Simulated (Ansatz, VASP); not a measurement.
**BiC (zigzag Bi-C chain) in two plane-wave programs**

Aim: how closely do two programs agree when they are given the same cell, functional and k mesh? Of the first pair: The structure shown is the start of the Ansatz relaxation below; VASP solves that cell, so the two are compared at the walk's first step.

Main program and level: Ansatz 0.2.0; plane waves, with VASP 6.6.1 beside it; single point at PBE.

In doubt: warnings of the run leave room for a lower electronic state (step 2), so energies may not be the lowest and differences between runs may mislead.

## Step 1: Set-up

The cell holds 2 atoms: 1 Bi and 1 C. Cell: a = 9.000 Å, b = 7.500 Å, c = 3.837 Å, α = 90.0°, β = 90.0°, γ = 90.0°. Vacuum lies along a and b. The structure's axis is c.

## Step 2: Ansatz: relaxation, PBE

Ansatz runs on its default PAW (the set named soft_2) files.

The two programs are compared at the cell with which this relaxation starts, whose forces are those of its first step.

The input, input.yaml:

```yaml
crystal:
  lattice:
    - [9.0, 0.0, 0.0]
    - [0.0, 7.5, 0.0]
    - [0.0, 0.0, 3.8369370595]
  atoms:
    - { symbol: Bi, position: [0.443329566, 0.5, 0.0], spin: 0.5 }
    - { symbol: C, position: [0.556670434, 0.5, 0.5] }
magnetization:
  spin_polarized: true
kpoints:
  mp_grid: { grid: [1, 1, 21] }
scf:
  occupations: { method: fermi_dirac, width: 0.05 }
hamiltonian:
  xc: pbe
relax:
  cell: { fix: [a, b, alpha, beta, gamma] }
  max_steps: 60
```

The run is started by

```bash
$ ansatz run input.yaml --threads 4 --pin off --max-ram 8192MiB --backend cpu --events-out ev --progress --plain --runs-dir out
```

Numbers of over 12 decimals in the logs are rounded to 6 here.

Output:

```text
Engine: ansatz 0.2.0, x86_64-unknown-linux-gnu
Pseudopotentials: kind: paw
Pseudopotential: Bi, paw, valence charge 15, recommended cutoff 420 eV (normal), Bi.paw.azcp
Pseudopotential: C, paw, valence charge 4, recommended cutoff 420 eV (normal), C.paw.azcp
Functional definition: PBE
  parameter kappa = 0.804
  parameter beta = 0.066725
  exchange = pbe_x(kappa = kappa, mu = beta*pi^2/3)
  correlation = pbe_c(beta = beta)
Crystal: 2 atoms, lattice volume = 258.993 Å³
Basis set: ecut = 420 eV, 5087 PW (Γ), exchange–correlation on 128×108×54 points (8 copies of the dense FFT grid, shifted against one another)
Bands: 14, of which v1, the nominal top of the filled ones, is band 10 counted from 1 (9 counted from 0)
Symmetry: 4 space group operations
Space group: Pmm2 (ITA 25), of the structure as read, at distance tolerance 6.4e-5 Å
Magnetic group: BNS 25.57 (UNI 155), of the structure as read, at distance tolerance 6.4e-5 Å
k-points: 11 of 21
Non-local potential: Bi, projectors of the file, l = 0: 2, l = 1: 2, l = 2: 2, l = 3: 2
Non-local potential: C, projectors of the file, l = 0: 2, l = 1: 2, l = 2: 1
PAW form: soft (Blöchl's): semilocal exchange-correlation on the pseudo side does not see the compensation charge
PAW one-centre angular grid: Bi, 590 points (default); XC on 64 Gauss nodes
PAW one-centre angular grid: C, 110 points (default); XC on 64 Gauss nodes
Initial density: superposition of atomic densities (neutral atoms: chi_scale 0, normalization atom)
Starting moments: Σ|m| = 0.5 μB on 1 of 2 sites
Initial wavefunctions: pseudopotential atomic-orbital guess
Functional: x = pbe(κ = 0.804, μ = 0.219515), c = pbe(β = 0.066725)
SCF iter   1: F=—  HF=-12644.187318 eV  |F-HF|=—  |Δ(HF+E_count)|=         —  Δρ=2.25e-2 (↑2.25e-2 ↓2.08e-2)  dr2=9.91e0  dr2_m=9.54e-2  M=0.060 μB ∫|m|=0.065 μB  β_m=0.30  ethr=3.10e-3  ⟨swp⟩=6.4  Hψ=1949  notcnv=0
preconditioner: auto → LDOS  [metal: Δε(μ)=0.036 eV  Ē_g=7.632 eV  σ=0.050 eV  W_gap=0.17  n_scr=18 (ndim 8)  ℏωp=6.2 eV  f_vac=0.657  D(μ)=2.41/eV (n_scr^D=8)]
spin=Collinear: LDOS preconditioning applied to the charge; magnetization (m = ρ↑ − ρ↓) channel mixes plain (no charge-response kernel on spin).
SCF iter   2: F=—  HF=-12643.122421 eV  |F-HF|=—  |Δ(HF+E_count)|=    1.06e0  Δρ=1.48e-2 (↑1.48e-2 ↓1.31e-2)  dr2=4.42e0  dr2_m=4.75e-2  M=0.058 μB ∫|m|=0.065 μB  β_m=0.30  ethr=3.10e-3  ⟨swp⟩=2.8  Hψ=666  notcnv=0
SCF iter   3: F=—  HF=-12642.389062 eV  |F-HF|=—  |Δ(HF+E_count)|=   7.33e-1  Δρ=9.45e-3 (↑9.45e-3 ↓8.29e-3)  dr2=4.40e-1  dr2_m=2.35e-2  M=0.048 μB ∫|m|=0.060 μB  β_m=0.30  ethr=3.10e-3  ⟨swp⟩=3.5  Hψ=544  notcnv=0
SCF iter   4: F=—  HF=-12642.461741 eV  |F-HF|=—  |Δ(HF+E_count)|=   7.27e-2  Δρ=6.03e-3 (↑6.03e-3 ↓5.46e-3)  dr2=5.49e-1  dr2_m=1.19e-2  M=0.033 μB ∫|m|=0.042 μB  β_m=0.30  ethr=2.31e-3  ⟨swp⟩=2.5  Hψ=520  notcnv=0
SCF iter   5: F=—  HF=-12642.395632 eV  |F-HF|=—  |Δ(HF+E_count)|=   6.61e-2  Δρ=2.91e-3 (↑2.72e-3 ↓2.91e-3)  dr2=7.93e-2  dr2_m=5.88e-3  M=0.029 μB ∫|m|=0.039 μB  β_m=0.30  ethr=2.31e-3  ⟨swp⟩=2.5  Hψ=493  notcnv=0
SCF iter   6: F=—  HF=-12642.403782 eV  |F-HF|=—  |Δ(HF+E_count)|=   8.15e-3  Δρ=2.11e-3 (↑2.11e-3 ↓1.99e-3)  dr2=5.76e-2  dr2_m=2.97e-3  M=0.024 μB ∫|m|=0.033 μB  β_m=0.30  ethr=4.17e-4  ⟨swp⟩=2.8  Hψ=544  notcnv=0
SCF iter   7: F=—  HF=-12642.397066 eV  |F-HF|=—  |Δ(HF+E_count)|=   6.72e-3  Δρ=8.78e-4 (↑8.69e-4 ↓8.78e-4)  dr2=1.10e-3  dr2_m=1.48e-3  M=0.022 μB ∫|m|=0.031 μB  β_m=0.30  ethr=3.03e-4  ⟨swp⟩=2.0  Hψ=454  notcnv=0
Mixer restart at iter 7: flushing history
spin-set hold released at iteration 7 (site moments contracting): the magnetisation degrees of freedom join the quasi-Newton model from the next iteration; the mixer history was flushed
SCF iter   8: F=—  HF=-12642.397496 eV  |F-HF|=—  |Δ(HF+E_count)|=   4.30e-4  Δρ=6.24e-4 (↑6.13e-4 ↓6.24e-4)  dr2=5.46e-4  dr2_m=7.49e-4  M=0.019 μB ∫|m|=0.027 μB  β_m=0.64  ethr=5.81e-6  ⟨swp⟩=2.2  Hψ=375  notcnv=0
SCF iter   9: F=—  HF=-12642.398125 eV  |F-HF|=—  |Δ(HF+E_count)|=   6.30e-4  Δρ=9.19e-5 (↑7.12e-5 ↓9.19e-5)  dr2=3.27e-5  dr2_m=9.16e-6  M=0.011 μB ∫|m|=0.017 μB  β_m=0.64  ethr=2.88e-6  ⟨swp⟩=2.0  Hψ=468  notcnv=0
SCF iter  10: F=—  HF=-12642.398107 eV  |F-HF|=—  |Δ(HF+E_count)|=   1.80e-5  Δρ=5.94e-5 (↑3.85e-5 ↓5.94e-5)  dr2=5.09e-6  dr2_m=4.85e-6  M=0.009 μB ∫|m|=0.014 μB  β_m=0.82  ethr=1.72e-7  ⟨swp⟩=2.1  Hψ=497  notcnv=0
SCF iter  11: F=—  HF=-12642.398130 eV  |F-HF|=—  |Δ(HF+E_count)|=   2.30e-5  Δρ=2.76e-5 (↑2.52e-5 ↓2.76e-5)  dr2=7.26e-7  dr2_m=1.49e-6  M=0.005 μB ∫|m|=0.008 μB  β_m=0.91  ethr=2.68e-8  ⟨swp⟩=2.0  Hψ=523  notcnv=0
SCF iter  12: F=—  HF=-12642.398136 eV  |F-HF|=—  |Δ(HF+E_count)|=   5.78e-6  Δρ=1.61e-5 (↑1.61e-5 ↓1.40e-5)  dr2=1.67e-7  dr2_m=4.87e-7  M=0.003 μB ∫|m|=0.004 μB  β_m=0.96  ethr=3.82e-9  ⟨swp⟩=2.4  Hψ=540  notcnv=0
[...]
SCF iter   9: F=-12642.540948 eV  HF=-12642.540948 eV  |F-HF|=1.46e-11  |Δ(HF+E_count)|=  8.73e-11  Δρ=8.39e-8 (↑7.48e-8 ↓8.39e-8)  dr2=9.50e-13  dr2_m=1.39e-11  M=-0.000 μB ∫|m|=0.000 μB  ethr=1.00e-12  ⟨swp⟩=6.2  Hψ=1330  notcnv=0
the starting moments were not kept: the SCF closed with an absolute magnetisation of 3.2e-5 μB, where they sum to 0.5 μB in size (1 site). That is at most 0.1 of that sum.
SCF 4 converged in 9 iterations: F = -12642.540948 eV  dr2 = 9.50e-13
relax step   4: F+E_penalty+E_count = -12642.54094778 eV  Δ(F+E_penalty+E_count) = -4.287e-3 eV  max|allowed force component| = 4.096e-2 eV/Å  Δτ_max = 0.0073 Å  P = +0.082 GPa  Ω = 243.759 Å³  energy of the carried Pulay correction = +2.337e-3 eV  fix = [a, b, alpha, beta, gamma]  reactions: a +0.010, b +0.160 GPa  (9 SCF iters, accepted)
[...]
relax step   5: F+E_penalty+E_count = -12642.54101852 eV  Δ(F+E_penalty+E_count) = -7.074e-5 eV  max|allowed force component| = 2.434e-3 eV/Å  Δτ_max = 0.0015 Å  P = +0.045 GPa  Ω = 243.978 Å³  energy of the carried Pulay correction = +2.303e-3 eV  fix = [a, b, alpha, beta, gamma]  reactions: a -0.022, b +0.160 GPa  (8 SCF iters, accepted)
[...]
relax step   6: F+E_penalty+E_count = -12642.53926578 eV  Δ(F+E_penalty+E_count) = +1.753e-3 eV  max|allowed force component| = 2.344e-3 eV/Å  Δτ_max = 0.0000 Å  P = +0.038 GPa  Ω = 243.978 Å³  fix = [a, b, alpha, beta, gamma]  reactions: a -0.028, b +0.155 GPa  stress off target by 1.42e-2 GPa on what of the cell is left free  SCF on the basis re-selected at this cell (its energy is not comparable with the rows above)  (6 SCF iters)
basis re-selected at this cell: Δ(F+E_penalty+E_count) = +1.753e-3 eV, ΔP = -0.007 GPa vs the last step (what re-selecting the basis moved, of the pressure what is left beyond the Pulay correction that the steps carried, after the strain that the cell walked since its last selection, with what the two solves' SCF thresholds leave and, on support functions, any second-order correction that the steps lacked; it is no measure of the basis error at this ecutwfc). The dense FFT grid was sized anew with the basis: this SCF ran on 64×54×25 points, the steps before it on 64×54×27, so part of this shift can come from that change (see relax.cell in the input reference). [rest of the remark cut]
SCF converged after 6 iterations
Magnetization: -0.0000 μB (9.5000 up, 9.5000 down)
Absolute magnetization: 0.0000 μB (∫|ρ↑−ρ↓|, with the PAW one-centre terms)
Spin contamination: 0.0000 ħ² per cell (⟨S²⟩ above its minimum at these occupations)
Per-site moments (μB) at R_I (Å): [(5.0700468088566805e-8, 0.884637), (-1.119644162852658e-6, 0.884637)]
Free energy (F): -12642.539266 eV
Harris-Foulkes:  -12642.539266 eV  (|F-HF|=1.82e-12)
Internal energy: -12642.530887 eV  (E = F + TS)
E sigma→0 (E₀):  -12642.535076 eV
Entropy (-TS):   -0.008379 eV (-4.190 meV/atom)
Fermi energy:    -2.028504 eV
--- Per-component energies (eV) ---
  E_band       = -314.164399
  E_kinetic    = 382.262047
  E_local      = -3835.358043  (includes V_loc(G=0)·N_el)
  E_nonlocal   = 588.372697
  E_hartree    = 1520.405314
  E_xc         = -194.883749
  E_vxc        = -197.767815  (∫ρ·V_xc dr)
  E_paw        = -10762.295302  (= ΣΔE_a)
  E_vpaw       = -292.483491  (= ΣTr[D̂ρ^β])
  E_aug_tail   = -0.000433  (compensation charges beyond the density's cutoff)
  E_ewald      = -341.033418
  E_smearing   = -0.008379  (= −TS)
  E_closure    = 0.000000  (closes the sum)
  Σ components = -12642.539266   (vs F -12642.539266, Δ=0.00e0)
--- Forces (eV/Å), atoms counted from 1 ---
  atom   1  Bi     0.00234477     0.00000000     0.00000000
  atom   2  C     -0.00234408     0.00000000     0.00000000
  max |Σ_I F_I| component: 6.89e-7 eV/Å
--- Stress (GPa, compression-positive) ---
       -0.027720       0.000000       0.000000
        0.000000       0.155151       0.000000
        0.000000       0.000000      -0.014187
  P = ⅓ Tr σ = 0.0377 GPa (0.377 kbar)
--- Relaxed structure (5 steps of the walk, 5 accepted, 1 SCFs on fresh bases) ---
  F+E_penalty+E_count = -12642.53926578 eV   max|allowed force component| = 2.344e-3 eV/Å   (the final SCF, on the basis selected at the relaxed cell)
  cell:  # Å, volume = 243.9777 Å³
    - [9.0, 0.0, 0.0]
    - [0.0, 7.5, 0.0]
    - [0.0, 0.0, 3.614485]
  atoms:
    - { symbol: Bi, position: [0.435856, 0.5, 0.0] }
    - { symbol: C, position: [0.564144, 0.5, 0.5] }
```

Reading the cycles: dr2 is the Hartree energy of the density residual (eV), the measure of convergence; HF is the Harris–Foulkes estimate of the energy, which meets the free energy F at convergence.

## Step 3: VASP: single point, PBE, start cell, pair 1

The same cell, functional, mesh and smearing now go to VASP, with its own data sets.

Lines of VASP's logs that name or quote its potential files are left out, and so is its time.

The input, INCAR:

```
SYSTEM = BiC
PREC = Accurate
ENCUT = 520
EDIFF = 1E-06
NELM = 200
ISMEAR = -1
SIGMA = 0.05
LREAL = .FALSE.
ALGO = Normal
GGA = PE
NBANDS = 16
ISPIN = 2
MAGMOM = 0 -0
LORBIT = 11
LWAVE = .FALSE.
LCHARG = .FALSE.
ISIF = 2
LASPH = .TRUE.
GGA_COMPAT = .FALSE.
```

The input, POSCAR:

```
BiC
1.0
    9.0000000000      0.0000000000      0.0000000000
    0.0000000000      7.5000000000      0.0000000000
    0.0000000000      0.0000000000      3.8369370000
Bi C
1 1
Direct
    0.4433295556      0.5000000000      0.0000000000
    0.5566704444      0.5000000000      0.5000000000
```

The input, KPOINTS:

```
Automatic mesh
0
Gamma
1 1 21
0 0 0
```

The projector-augmented-wave data sets are Bi_d and C (PBE family, release 64).

The run is started by

```bash
$ mpirun -np 1 vasp_std
```

Output:

```text
[banner, memory and clock lines left out]
running    1 mpi-ranks, on    1 nodes
 distrk:  each k-point on    1 cores,    1 groups
 distr:  one band on    1 cores,    1 groups

 POSCAR found type information on POSCAR BiC
 POSCAR found :  2 types and       2 ions
 LDA part: xc-table for (Slater+PW92), standard interpolation
 POSCAR, INCAR and KPOINTS ok, starting setup
 FFT: planning ... GRIDC
 FFT: planning ... GRID_SOFT
 FFT: planning ... GRID
 WAVECAR not read
 entering main loop
       N       E                     dE             d eps       ncg     rms          rms(c)
DAV:   1     0.114395214294E+03    0.11440E+03   -0.80456E+03   864   0.837E+02
DAV:   2     0.434458488424E+01   -0.11005E+03   -0.10769E+03   848   0.218E+02
DAV:   3    -0.955379854317E+01   -0.13898E+02   -0.13746E+02  1064   0.785E+01
DAV:   4    -0.984799944225E+01   -0.29420E+00   -0.29356E+00   832   0.134E+01
DAV:   5    -0.985757685533E+01   -0.95774E-02   -0.95717E-02  1088   0.215E+00    0.675E+00
DAV:   6    -0.837344818117E+01    0.14841E+01   -0.19175E+01  1072   0.181E+01    0.399E+00
DAV:   7    -0.804156198115E+01    0.33189E+00   -0.27330E+00   816   0.658E+00    0.129E+00
DAV:   8    -0.802772227797E+01    0.13840E-01   -0.16054E-01   840   0.239E+00    0.631E-01
DAV:   9    -0.801629804627E+01    0.11424E-01   -0.37774E-02   928   0.109E+00    0.263E-01
DAV:  10    -0.801685943160E+01   -0.56139E-03   -0.19430E-02   984   0.611E-01    0.163E-01
DAV:  11    -0.801696231238E+01   -0.10288E-03   -0.49907E-03   944   0.356E-01    0.460E-02
DAV:  12    -0.801781370524E+01   -0.85139E-03   -0.45149E-04   872   0.108E-01    0.344E-02
DAV:  13    -0.801845621808E+01   -0.64251E-03   -0.94038E-05   904   0.792E-02    0.264E-02
DAV:  14    -0.801891328978E+01   -0.45707E-03   -0.10824E-04   872   0.511E-02    0.857E-03
DAV:  15    -0.801911032853E+01   -0.19704E-03   -0.31355E-05   936   0.311E-02    0.887E-03
DAV:  16    -0.801919118990E+01   -0.80861E-04   -0.11879E-05   864   0.143E-02    0.334E-03
DAV:  17    -0.801923225666E+01   -0.41067E-04   -0.57950E-06   848   0.100E-02    0.197E-03
DAV:  18    -0.801924869035E+01   -0.16434E-04   -0.24784E-06   832   0.618E-03    0.793E-04
DAV:  19    -0.801924948588E+01   -0.79554E-06   -0.19814E-07   720   0.248E-03
   1 F= -.80192495E+01 E0= -.80132264E+01  d E =-.120462E-01  mag=     0.0000
```

Parts of OUTCAR (step 3):

```text
ion  position               nearest neighbor table
   1  0.443  0.500  0.000-   2 2.17   2 2.17
   2  0.557  0.500  0.500-   1 2.17   1 2.17

  LATTYP: Found a simple orthorhombic cell.
 ALAT       =     3.8369370000
 B/A-ratio  =     1.9546841660
 C/A-ratio  =     2.3456209993

 Subroutine GETGRP returns: Found  4 space group operations
 (whereof  4 operations were pure point group operations)

The static configuration has the point symmetry C_2v.

 Found     11 irreducible k-points:

   k-points           NKPTS =     11   k-points in BZ     NKDIM =     11   number of bands    NBANDS=     16

   dimension x,y,z NGX =    70 NGY =   56 NGZ =   30
   dimension x,y,z NGXF=   140 NGYF=  112 NGZF=   60

   ENCUT  =  520.0 eV  38.22 Ry    6.18 a.u.  16.73 13.95  7.13*2*pi/ulx,y,z

   NELECT =      19.0000    total number of electrons

 k-points in reciprocal lattice and weights: Automatic mesh
   0.00000000  0.00000000  0.00000000       0.048
   0.00000000  0.00000000  0.04761905       0.095
   0.00000000  0.00000000  0.09523810       0.095
   0.00000000  0.00000000  0.14285714       0.095
   0.00000000  0.00000000  0.19047619       0.095
   0.00000000  0.00000000  0.23809524       0.095
   0.00000000  0.00000000  0.28571429       0.095
   0.00000000  0.00000000  0.33333333       0.095
   0.00000000  0.00000000  0.38095238       0.095
   0.00000000  0.00000000  0.42857143       0.095
   0.00000000  0.00000000  0.47619048       0.095

 average (electrostatic) potential at core
       1-113.6391       2 -57.9464

 E-fermi :  -2.5623

 spin component 1
 k-point     1 :       0.0000    0.0000    0.0000
  band No.  band energies     occupation
    ...
      5     -25.4168      1.00000
      6     -15.5351      1.00000
      7      -8.4291      1.00000
      8      -5.4852      1.00000
      9      -4.9978      1.00000
     10      -2.4830      0.16993
     11      -1.4633      0.00000
     12      -0.2532      0.00000
     13       0.8314      0.00000
     14       2.1166      0.00000
    ...

 k-point     2 :       0.0000    0.0000    0.0476
  band No.  band energies     occupation
    ...
      5     -25.4173      1.00000
      6     -15.5135      1.00000
      7      -8.4963      1.00000
      8      -5.5549      1.00000
      9      -4.9748      1.00000
     10      -2.3880      0.02974
     11      -1.4036      0.00000
     12      -0.2730      0.00000
     13       0.8366      0.00000
     14       2.1307      0.00000
    ...

 k-point     3 :       0.0000    0.0000    0.0952
  band No.  band energies     occupation
    ...
      5     -25.4188      1.00000
      6     -15.4489      1.00000
      7      -8.7015      1.00000
      8      -5.6976      1.00000
      9      -4.9062      1.00000
     10      -2.2283      0.00126
     11      -1.1678      0.00000
     12      -0.3343      0.00000
     13       0.8506      0.00000
     14       2.1725      0.00000
    ...

 k-point     4 :       0.0000    0.0000    0.1429
  band No.  band energies     occupation
    ...
      5     -25.4211      1.00000
      6     -15.3410      1.00000
      7      -9.0430      1.00000
      8      -5.8056      1.00000
      9      -4.7926      1.00000
     10      -2.1819      0.00050
     11      -0.7040      0.00000
     12      -0.4426      0.00000
     13       0.8710      0.00000
     14       2.2407      0.00000
    ...

 k-point     5 :       0.0000    0.0000    0.1905
  band No.  band energies     occupation
    ...
      5     -25.4241      1.00000
      6     -15.1899      1.00000
      7      -9.4962      1.00000
      8      -5.8256      1.00000
      9      -4.6355      1.00000
     10      -2.2635      0.00253
     11      -0.6041      0.00000
     12      -0.1002      0.00000
     13       0.8978      0.00000
     14       2.3330      0.00000
    ...

 k-point     6 :       0.0000    0.0000    0.2381
  band No.  band energies     occupation
    ...
      5     -25.4274      1.00000
      6     -14.9957      1.00000
      7     -10.0207      1.00000
      8      -5.7541      1.00000
      9      -4.4366      1.00000
     10      -2.4420      0.08275
     11      -0.8223      0.00000
     12       0.5408      0.00000
     13       0.9397      0.00000
     14       2.4463      0.00000
    ...

  Total        0.5467926      0.2197791     -3.0808208      0.0000000      0.0000000      0.0000000
  in kB        3.3825545      1.3595918    -19.0584941      0.0000000      0.0000000      0.0000000
  external PRESSURE =      -4.7721159 kB  Pullay stress =       0.0000000 kB

  energy-cutoff  :      520.00
  volume of cell :      258.99
      direct lattice vectors                 reciprocal lattice vectors
     9.000000000  0.000000000  0.000000000     0.111111111  0.000000000  0.000000000
     0.000000000  7.500000000  0.000000000     0.000000000  0.133333333  0.000000000
     0.000000000  0.000000000  3.836937000     0.000000000  0.000000000  0.260624555

 POSITION                                       TOTAL-FORCE (eV/Angst)
 -----------------------------------------------------------------------------------
      3.98997      3.75000      0.00000        -0.579235      0.000000      0.000000
      5.01003      3.75000      1.91847         0.579235      0.000000      0.000000
 -----------------------------------------------------------------------------------
    total drift:                                0.000391      0.000000      0.000000

  FREE ENERGIE OF THE ION-ELECTRON SYSTEM (eV)
  ---------------------------------------------------
  free  energy   TOTEN  =        -8.0192494859 eV

  energy  without entropy=       -8.0072033100  energy(sigma->0) =       -8.01322640

 total charge
# of ion       s       p       d       tot
------------------------------------------
    1        1.495   1.401   9.948  12.843
    2        0.952   1.231   0.000   2.183
--------------------------------------------------
tot          2.446   2.632   9.948  15.026

 magnetization (x)
# of ion       s       p       d       tot
------------------------------------------
    1        0.000  -0.000   0.000  -0.000
    2        0.000   0.000   0.000   0.000
--------------------------------------------------
tot          0.000   0.000   0.000   0.000

[... 6 further parts left out ...]
```

This run allows spin, but its moments start at zero, where symmetry between the spins tends to hold them. Its electron count is odd, so without a moment it is a metal by construction.

(Continued in part 2 of 2.)

[Lines on the potential files, build, host, timing and source positions are cut from VASP's logs without a mark.]

[Logs are printed without paths, hosts, clocks, repeated set-up lines and the standing remarks that a program may print on its own settings, such as how far it seeks lower states.]

[Hosts, paths, dates, database ids (printed as entryN), source tags and the programs' standing remarks are cut or masked in the printed files.]
